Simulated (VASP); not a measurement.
Input:

```xyz
4
Lattice="4.5006 0.0000 0.0000 -2.2503 3.8977 0.0000 0.0000 0.0000 5.1077" Properties=species:S:1:pos:R:3 pbc="T T T"
Ba     0.0000     2.5985     5.1026
Ga     2.2503     3.8977     2.1401
Sn     2.2503     1.2992     2.7670
H      4.5006     0.0000     0.4290
```

Computed with LDA (Ceperley-Alder, Perdew-Zunger), VASP's LDA PAW potentials (set 64) (plane waves; VASP). Settings: 400 eV cut-off, 6×6×5 Γ-centred mesh, tetrahedra with Blöchl corrections, potentials Ba_sv Ga_d Sn_d H.

What does the run give for the energy per atom (σ→0)?

```json
{
  "energy per atom (σ→0)": "-4.022 eV/atom"
}
```

Only differences to runs with the same potentials and settings are physical.

The structure comes from a computed database's BaGaSnH entry (P3m1); how it stands against other phases isn't given here. It was relaxed first, which changed the volume by -10 %.
